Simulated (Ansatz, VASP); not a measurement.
# KMgF3 in two plane-wave programs, part 2 of 2

Wanted: the spread between two codes on one cell, functional and k mesh. The cell is taken from a series of runs on this material, whose earlier steps may have relaxed, scaled, displaced or heated it; both programs get it as it stands.

VASP 6.6.1 and Ansatz 0.2.0.

So far: The starting structure; Ansatz: relaxation of cell and atoms, PBE with D3(BJ); VASP: relaxation of cell and atoms, PBE with D3(BJ).

## (4) Comparison

Known differences besides the potentials themselves: fixed occupations in Ansatz, narrow Gaussian smearing in VASP; the data sets hold 40 valence electrons in Ansatz (on its default PAW (the set named soft_2) files) and 32 in VASP; the cutoff is 420 eV in Ansatz and 600 eV in VASP; Ansatz adds a Pulay correction to the stress that steers its cell, VASP none. Total energies have different zeros and are not compared.

Compared:

```tsv
quantity	Ansatz	VASP	difference
volume (Å³)	64.80	64.31	+0.76 %
edge a after relaxation, in the typed setting (Å)	4.017	4.006	+0.25 %
```

## (5) VASP: zone-centre phonons, PBE with D3(BJ)

Second derivatives magnify differences that forces hide, and they need a tight electronic threshold.

File INCAR:

```
SYSTEM = KMgF3
PREC = Accurate
ENCUT = 600
EDIFF = 1E-08
NELM = 120
ISMEAR = 0
SIGMA = 0.01
LREAL = .FALSE.
ALGO = Normal
GGA = PE
IVDW = 12
NBANDS = 22
LORBIT = 11
LWAVE = .FALSE.
LCHARG = .FALSE.
ISIF = 2
IBRION = 6
NFREE = 2
POTIM = 0.015
NSW = 1
LASPH = .TRUE.
GGA_COMPAT = .FALSE.
EFERMI = MIDGAP
KPAR = 2
```

File POSCAR:

```
KMgF3
1.0
    4.0165913971      0.0000000000      0.0000000000
    0.0000000000      4.0165913971      0.0000000000
    0.0000000000      0.0000000000      4.0165913971
K Mg F
1 1 3
Direct
    0.5000000000      0.5000000000      0.5000000000
    0.0000000000      0.0000000000      0.0000000000
    0.5000000000      0.0000000000      0.0000000000
    0.0000000000      0.5000000000      0.0000000000
    0.0000000000      0.0000000000      0.5000000000
```

File KPOINTS:

```
Automatic mesh
0
Gamma
6 6 6
0 0 0
```

Potentials, in the order of the species: K_sv, Mg and F (PBE family, release 64).

Started as:

```sh
> mpirun -np 2 vasp_std
```

Numbers of over 12 decimals in the logs are rounded to 6 here.

Output:

```text
[... set-up lines as in an earlier step ...]
 entering main loop
       N       E                     dE             d eps       ncg     rms          rms(c)
DAV:   1     0.262195528697E+03    0.26220E+03   -0.19099E+04   888   0.157E+03
DAV:   2    -0.129117907943E+02   -0.27511E+03   -0.26539E+03  1146   0.389E+02
DAV:   3    -0.259652877622E+02   -0.13053E+02   -0.12994E+02  1162   0.809E+01
DAV:   4    -0.266522124332E+02   -0.68692E+00   -0.68621E+00  1430   0.107E+01
[...]
DAV:  15    -0.244475080884E+02    0.20153E-06   -0.50607E-07  1252   0.515E-03    0.473E-04
DAV:  16    -0.244475080516E+02    0.36757E-07   -0.15356E-08   904   0.834E-04    0.106E-04
DAV:  17    -0.244475080442E+02    0.74447E-08   -0.64476E-10   536   0.186E-04
   1 F= -.25260060E+02 E0= -.25260060E+02  d E =0.000000E+00
[... from here on, the cycles between the ionic steps are left out ...]
   2 F= -.25259802E+02 E0= -.25259802E+02  d E =0.000000E+00
   3 F= -.25259802E+02 E0= -.25259802E+02  d E =0.000000E+00
   4 F= -.25259077E+02 E0= -.25259077E+02  d E =0.000000E+00
   5 F= -.25259077E+02 E0= -.25259077E+02  d E =0.000000E+00
   6 F= -.25258880E+02 E0= -.25258880E+02  d E =0.000000E+00
   7 F= -.25258880E+02 E0= -.25258880E+02  d E =0.000000E+00
   8 F= -.25259729E+02 E0= -.25259729E+02  d E =0.000000E+00
   9 F= -.25259729E+02 E0= -.25259729E+02  d E =0.000000E+00
 Finite differences progress:
  Degree of freedom:   4/  4
  Displacement:        2/  2
  Total:               8/  8
```

OUTCAR, selected parts (step 5):

```text
 Edisp (eV)   -0.81255

 POSITION                                       TOTAL-FORCE (eV/Angst)
 -----------------------------------------------------------------------------------
      2.00830      2.00830      2.00830         0.000000     -0.005493      0.000000
      0.00000      0.00000      0.00000         0.000000     -0.012969      0.000000
      2.00830     -0.01500      0.00000         0.000000      0.043989      0.000000
      0.00000      2.00830      0.00000         0.000000     -0.031956      0.000000
      0.00000      0.00000      2.00830         0.000000      0.006429      0.000000
 -----------------------------------------------------------------------------------
    total drift:                                0.000000      0.000775     -0.000000

  FREE ENERGIE OF THE ION-ELECTRON SYSTEM (eV)
  ---------------------------------------------------
  free  energy   TOTEN  =       -25.2597289318 eV

  energy  without entropy=      -25.2597289318  energy(sigma->0) =      -25.25972893

[... 1 part as in an earlier step ...]

[... 1 further part left out ...]
[key lines of the parts left out:]
E-fermi :   1.8483
```

Levels, forces or a CONTCAR printed for this step are those of its last displaced cell, not of the structure at rest.

## (6) Ansatz: zone-centre phonons, PBE with D3(BJ)

The same cell, functional and mesh now go to Ansatz, which takes its cutoff from its data sets.

The cell is taken from a series of runs on this material, whose earlier steps may have relaxed, scaled, displaced or heated it; both programs get it as it stands.

File input.yaml:

```yaml
crystal:
  lattice:
    - [4.0165913971, 0.0, 0.0]
    - [0.0, 4.0165913971, 0.0]
    - [0.0, 0.0, 4.0165913971]
  atoms:
    - { symbol: K, position: [0.5, 0.5, 0.5] }
    - { symbol: Mg, position: [0.0, 0.0, 0.0] }
    - { symbol: F, position: [0.5, 0.0, 0.0] }
    - { symbol: F, position: [0.0, 0.5, 0.0] }
    - { symbol: F, position: [0.0, 0.0, 0.5] }
kpoints:
  mp_grid: { grid: [6, 6, 6] }
hamiltonian:
  xc: pbe
  dispersion: d3bj
scf:
  occupations: { method: fixed }
output:
  eigenvalues: true
phonons:
  method: dfpt
  dielectric: true
  rigid_motions: translations
```

Started as:

```sh
> ansatz run input.yaml --threads 8 --pin off --max-ram 14336MiB --backend cpu --events-out ev --progress --plain --runs-dir out
```

Output:

```text
[...]
Crystal: 5 atoms, lattice volume = 64.800 Å³
Basis set: ecut = 420 eV, 1309 PW (Γ), exchange–correlation on 54×54×54 points (8 copies of the dense FFT grid, shifted against one another)
Bands: 25, of which v1, the nominal top of the filled ones, is band 20 counted from 1 (19 counted from 0)
Symmetry: 48 space group operations
k-points: 80 of 216 (irreducible under 2 space group operations, time reversal used)
[...]
optical modes at Γ + LO–TO along q̂ = [1.0000, 0.0000, 0.0000]:
      ω (cm⁻¹)  modes    IR ((D/Å)²/amu)
[...]
optical modes at Γ + LO–TO along q̂ = [0.0000, 1.0000, 0.0000]:
      ω (cm⁻¹)  modes    IR ((D/Å)²/amu)
[...]
optical modes at Γ + LO–TO along q̂ = [0.0000, 0.0000, 1.0000]:
      ω (cm⁻¹)  modes    IR ((D/Å)²/amu)
[...]
282.75      2             6.7190
        343.38      1             1.3198
        451.58      2             7.5432
        543.61      1             7.3405
[key lines of the parts left out:]
SCF converged after 8 iterations
Free energy (F): -5895.538650 eV
Fermi energy:    2.634488 eV
```

## (7) Differences

What differs besides the data sets and the points named for the pairs above, as far as they apply: the data sets hold 40 valence electrons in Ansatz (on its default PAW (the set named soft_2) files) and 32 in VASP; Ansatz takes the dispersion share of the force constants at frozen C6 weights, VASP differentiates the full forces; VASP uses finite displacements, Ansatz perturbation theory. Total energies have different zeros and are not compared.

The two programs side by side:

```tsv
quantity	Ansatz	VASP	difference
optical mode 1 to 3 (cm⁻¹)	149.1	152.3	-2.16 %
optical mode 4 to 6 (cm⁻¹)	185.0	189.2	-2.22 %
optical mode 7 to 9 (cm⁻¹)	282.8	286.1	-1.18 %
optical mode 10 to 12 (cm⁻¹)	451.6	454.8	-0.71 %
```

Modes are paired by rising frequency, not by their patterns, so a pair may set unlike modes beside each other; they are those without the splitting of longitudinal modes.

## (8) Results

```json
{
 "difference in volume (relaxation of cell and atoms, PBE with D3(BJ))": "0.76 %",
 "r.m.s. difference of the optical zone-centre modes, each program's sorted by frequency (zone-centre phonons, PBE with D3(BJ))": "3.5 cm⁻¹",
 "difference in optical mode 4 to 6 (zone-centre phonons, PBE with D3(BJ))": "-2.2 %"
}
```

The difference in volume is 0.76 % (relaxation of cell and atoms, PBE with D3(BJ)), within the 1.2 % picked in this series as the mark of a large difference, as far as the stopping tolerances let one tell. The data sets hold unlike numbers of valence electrons (40 in Ansatz and 32 in VASP), so part of the differences comes from the potentials. Among the rows given in per cent, the largest difference of the zone-centre phonons, PBE with D3(BJ) pair is in optical mode 4 to 6, -2.2 %. How closely two codes agree says nothing of how well the functional describes the real material.

[Lines on the potential files, build, host, timing and source positions are cut from VASP's logs without a mark.]

[Logs are printed without paths, hosts, clocks, repeated set-up lines and the standing remarks that a program may print on its own settings, such as how far it seeks lower states.]

[Hosts, paths, dates, database ids (printed as entryN), source tags and the programs' standing remarks are cut or masked in the printed files.]
